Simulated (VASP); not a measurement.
# Y2CF2 (P-3m1) in VASP: a series of runs, part 2 of 2

VASP 6.6.1. The steps go on from the part before.

### 3 Relaxation of cell and atoms, PBE

This run uses another cell than the first one, of 14.73 Å³/atom, 1.005 times its volume.

INCAR

```
PREC = Accurate
ENCUT = 300
EDIFF = 1E-7
ISMEAR = 0
SIGMA = 0.03
LREAL = False
LASPH = True
NELM = 80
ALGO = Normal
ISIF = 3
LWAVE = False
LCHARG = False
GGA = PE
IBRION = 2
NSW = 90
EDIFFG = -0.005
```

KPOINTS

```
regular mesh
0
Gamma
  5 5 2
```

POSCAR

```
Y2CF2                                   
1.0
    3.6531149856     -0.0000000000     -0.0000000000
   -1.8265574928      3.1636903830      0.0000000000
    0.0000000000     -0.0000000000      6.3724145365
  Y               C               F             
     2     1     2
Direct
     0.3333333300000021    0.6666666699999979    0.2115729740489195
     0.6666666699999979    0.3333333300000021    0.7884270259510806
     0.0000000000000000    0.0000000000000000    0.0000000000000000
     0.3333333300000021    0.6666666699999979    0.6150088350142986
     0.6666666699999979    0.3333333300000021    0.3849911649857016
```

Potentials or basis: VASP PAW PBE potentials, release 64 (Y_sv, C_s, F_s).

Run with:

```bash
> cat potpaw_PBE.64/Y_sv/POTCAR potpaw_PBE.64/C_s/POTCAR potpaw_PBE.64/F_s/POTCAR > POTCAR
> mpirun -np 1 vasp_std > vasp.out
```

OUTCAR:

```text
PREC = Accurate
   ENCUT = 300
   EDIFF = 1E-7
   ISMEAR = 0
   LREAL = False
   LASPH = True
   NELM = 80
   ISIF = 3
   GGA = PE
   IBRION = 2
   NSW = 90
   EDIFFG = -0.005

 ion  position               nearest neighbor table
   1  0.333  0.667  0.212-   5 2.38   5 2.38   5 2.38   3 2.50   3 2.50   3 2.50   4 2.57   2 3.42
                             2 3.42   2 3.42   2 4.24   2 4.24   2 4.24
   2  0.667  0.333  0.788-   4 2.38   4 2.38   4 2.38   3 2.50   3 2.50   3 2.50   5 2.57   1 3.42
                             1 3.42   1 3.42   1 4.24   1 4.24   1 4.24
   3  0.000  0.000  0.000-   1 2.50   2 2.50   2 2.50   1 2.50   2 2.50   1 2.50
   4  0.333  0.667  0.615-   2 2.38   2 2.38   2 2.38   1 2.57
   5  0.667  0.333  0.385-   1 2.38   1 2.38   1 2.38   2 2.57

  LATTYP: Found a hexagonal cell.
 ALAT       =     3.6531149856
 C/A-ratio  =     1.7443783077

  Lattice vectors:

 A1 = (   3.6531149856,   0.0000000000,   0.0000000000)
 A2 = (  -1.8265574928,   3.1636903830,   0.0000000000)
 A3 = (   0.0000000000,   0.0000000000,   6.3724145365)

Analysis of symmetry for initial positions (statically):
=====================================================================
 Subroutine PRICEL returns:
 Original cell was already a primitive cell.

 Routine SETGRP: Setting up the symmetry group for a
 hexagonal supercell.

 Subroutine GETGRP returns: Found 12 space group operations
 (whereof 12 operations were pure point group operations)
 out of a pool of 24 trial point group operations.

The static configuration has the point symmetry D_3d.

Analysis of symmetry for dynamics (positions and initial velocities):
=====================================================================
 Subroutine PRICEL returns:
 Original cell was already a primitive cell.

 Routine SETGRP: Setting up the symmetry group for a
 hexagonal supercell.

 Subroutine GETGRP returns: Found 12 space group operations
 (whereof 12 operations were pure point group operations)
 out of a pool of 24 trial point group operations.

The dynamic configuration has the point symmetry D_3d.

 Subroutine INISYM returns: Found 12 space group operations
 (whereof 12 operations are pure point group operations),
 and found     1 'primitive' translations

----------------------------------------------------------------------------------------

                                     Primitive cell

  volume of cell :      73.6481

  direct lattice vectors                    reciprocal lattice vectors
     3.653114986  0.000000000  0.000000000     0.273738988  0.158043278  0.000000000
    -1.826557493  3.163690383  0.000000000     0.000000000  0.316086557  0.000000000
     0.000000000  0.000000000  6.372414537     0.000000000  0.000000000  0.156926389

  length of vectors
     3.653114986  3.653114988  6.372414537     0.316086557  0.316086557  0.156926389

  position of ions in fractional coordinates (direct lattice)
     0.333333330  0.666666670  0.211572974
     0.666666670  0.333333330  0.788427026
     0.000000000  0.000000000  0.000000000
     0.333333330  0.666666670  0.615008835
     0.666666670  0.333333330  0.384991165

  ion indices of the primitive-cell ions
   primitive index   ion index
                 1           1
                 2           2
                 3           3
                 4           4
                 5           5

----------------------------------------------------------------------------------------

 KPOINTS: regular mesh

Automatic generation of k-mesh.
 Grid dimensions read from file:
 generate k-points for:    5    5    2

 Generating k-lattice:

  Cartesian coordinates                     Fractional coordinates (reciprocal lattice)
     0.054747798  0.031608656  0.000000000     0.200000000  0.000000000  0.000000000
     0.000000000  0.063217311  0.000000000     0.000000000  0.200000000  0.000000000
     0.000000000  0.000000000  0.078463194     0.000000000  0.000000000  0.500000000

  Length of vectors
     0.063217311  0.063217311  0.078463194

  Shift w.r.t. Gamma in fractional coordinates (k-lattice)
     0.000000000  0.000000000  0.000000000

 Subroutine IBZKPT returns following result:
 ===========================================

 Found     10 irreducible k-points:

 Following reciprocal coordinates:
            Coordinates               Weight
  0.000000  0.000000  0.000000      1.000000
  0.200000  0.000000  0.000000      6.000000
  0.400000  0.000000  0.000000      6.000000
  0.200000  0.200000  0.000000      6.000000
  0.400000  0.200000  0.000000      6.000000
  0.000000  0.000000  0.500000      1.000000
  0.200000  0.000000  0.500000      6.000000
  0.400000  0.000000  0.500000      6.000000
  0.200000  0.200000  0.500000      6.000000
  0.400000  0.200000  0.500000      6.000000
   k-points           NKPTS =     10   k-points in BZ     NKDIM =     10   number of bands    NBANDS=     24
   number of dos      NEDOS =    301   number of ions     NIONS =      5
   total plane-waves  NPLWV =  20736
   dimension x,y,z NGX =    24 NGY =   24 NGZ =   36
   dimension x,y,z NGXF=    48 NGYF=   48 NGZF=   72
   ions per type =               2   1   2
   NGX,Y,Z   is equivalent  to a cutoff of  10.92, 10.92,  9.39 a.u.
   NGXF,Y,Z  is equivalent  to a cutoff of  21.84, 21.84, 18.78 a.u.
 SYSTEM =  unknown system
   PREC   = accura    normal or accurate (medium, high low for compatibility)
   ISTART =      0    job   : 0-new  1-cont  2-samecut
   ICHARG =      2    charge: 1-file 2-atom 10-const
   ISPIN  =      1    spin polarized calculation?
   LNONCOLLINEAR =      F non collinear calculations
   LSORBIT =      F    spin-orbit coupling
   LASPH  =      T    aspherical Exc in radial PAW
   ENCUT  =  300.0 eV  22.05 Ry    4.70 a.u.   5.16  5.16  9.00*2*pi/ulx,y,z
   NELM   =     80;   NELMIN=  2; NELMDL= -5     # of ELM steps
   EDIFF  = 0.1E-06   stopping-criterion for ELM
   LREAL  =      F    real-space projection
   EDIFFG = -.5E-02   stopping-criterion for IOM
   NSW    =     90    number of steps for IOM
   IBRION =      2    ionic relax: 0-MD 1-quasi-New 2-CG
   NFREE  =      1    steps in history (QN), initial steepest desc. (CG)
   ISIF   =      3    stress and relaxation
   ISYM   =      2    0-nonsym 1-usesym 2-fastsym
   POTIM  = 0.5000    time-step for ionic-motion
   TEBEG  =    0.0;   TEEND  =   0.0 temperature during run
   PSTRESS=    0.0 pullay stress
   NELECT =      40.0000    total number of electrons
   NUPDOWN=      -1.0000    fix difference up-down
   EMIN   =  10.00;   EMAX   =-10.00  energy-range for DOS
   EFERMI =   0.00;   METHOD = LEGACY
   ISMEAR =     0;   SIGMA  =   0.03  broadening in eV -4-tet -1-fermi 0-gaus
   EFERMI_NEDOS =   21; number of points for ismear=-14 and -15
   IALGO  =     38    algorithm
   IMIX   =      4    mixing-type and parameters
     AMIX     =   0.40;   BMIX     =  1.00
     AMIX_MAG =   1.60;   BMIX_MAG =  1.00
  volume/ion in A,a.u.               =      14.73        99.40
  Fermi-wavevector in a.u.,A,eV,Ry     =   1.335696  2.524100 24.273944  1.784085
  Thomas-Fermi vector in A             =   2.464380
   LORBIT       =      0    0 simple, 1 ext, 2 COOP (PROOUT), +10 PAW based schemes
   GGA     = PE    functional components
   LHFCALC =     F    Hartree Fock is set to
   AEXX    =    0.0000 exact exchange contribution
   IVDW    =     0    specifies the selected vdW correction
   LEPSILON=     F    determine dielectric tensor
   LRPA    =     F    only Hartree local field effects (RPA)
 conjugate gradient relaxation of ions
 non-spin polarized calculation
 Gauss-broadening in eV      SIGMA  =   0.03
  energy-cutoff  :      300.00
  volume of cell :       73.65
 maximum number of plane-waves:       878
 NGX is ok and might be reduce to    24
   NGX = 11   NGY = 11   NGZ = 17

--------------------------------------- Ionic step        1  -------------------------------------------

 number of electron      40.0000013 magnetization

 Free energy of the ion-electron system (eV)
  ---------------------------------------------------
  ext. energy  EPLUGINS =         0.00000000
  ---------------------------------------------------
  free energy    TOTEN  =       -37.88088062 eV

  energy without entropy =      -37.88088062  energy(sigma->0) =      -37.88088062

------------------------ aborting loop because EDIFF is reached ----------------------------------------

  FORCE on cell =-STRESS in cart. coord.  units (eV):
  Direction    XX          YY          ZZ          XY          YZ          ZX
  --------------------------------------------------------------------------------------
  -------------------------------------------------------------------------------------
  Total        0.0067401      0.0067401      0.1331408     -0.0000000      0.0000000      0.0000000
  in kB        0.1466267      0.1466267      2.8964134     -0.0000000      0.0000000      0.0000000
  external PRESSURE =       1.0632222 kB  Pullay stress =       0.0000000 kB
[... 258 lines left out ...]
  energy  without entropy=      -37.8810798030  energy(sigma->0) =      -37.88107980

--------------------------------------- Ionic step        8  -------------------------------------------

 number of electron      39.9999996 magnetization

 Free energy of the ion-electron system (eV)
  ---------------------------------------------------
  ext. energy  EPLUGINS =         0.00000000
  ---------------------------------------------------
  free energy    TOTEN  =       -37.88108441 eV

  energy without entropy =      -37.88108441  energy(sigma->0) =      -37.88108441

 E-fermi :   4.1474     XC(G=0): -10.5088

 val. band max:        3.9892089126   @ k =   0.0000   0.0000   0.5000
 cond. band min:       5.2735017779   @ k =   0.4000   0.0000   0.0000
 fundamental gap:      1.2842928653
 Fermi energy:         4.1474273328

 k-point     1 :       0.0000    0.0000    0.0000
  band No.  band energies     occupation
      1     -37.5688      2.00000
      2     -37.5017      2.00000
      3     -21.1520      2.00000
      4     -20.3270      2.00000
      5     -17.4673      2.00000
      6     -17.4132      2.00000
[... 291 lines left out ...]
  FREE ENERGIE OF THE ION-ELECTRON SYSTEM (eV)
  ---------------------------------------------------
  free  energy   TOTEN  =       -37.8810844091 eV

  energy  without entropy=      -37.8810844091  energy(sigma->0) =      -37.88108441

 reached required accuracy - stopping structural energy minimisation
```

Wall time 80 s (1 thread of AMD EPYC 7R13 (Zen 3), shared host); peak memory 0.14 GiB.

The run converged, but some of its settings lie outside the range that counts as converged, so its numbers aren't taken as properties of the crystal.

What came out:

```yaml
Free_energy: -37.8811 eV
Relaxed_volume: 14.75 Å³/atom
Relaxed_cell: a = 3.651 Å, b = 3.651 Å, c = 6.388 Å, α = 90.00°, β = 90.00°, γ = 120.00°
Space_group_after_relaxing_to_0.05_Å: P-3m1 (No. 164)
Energy_gained_by_relaxing: 0.0 meV/atom
Ionic_steps: 8
Band_gap_on_the_k_mesh: 1.28 eV, indirect (least direct gap 1.43 eV)
```

Caveat: the k mesh is coarse (spacing up to 0.49 Å⁻¹), so the values aren't converged; the cutoff is under 1.25 times the usual one of these potentials, so pressure, stress and relaxed cells hold a basis-set (Pulay) error; an odd mesh through Γ misses points on the zone boundary, where band edges often lie.
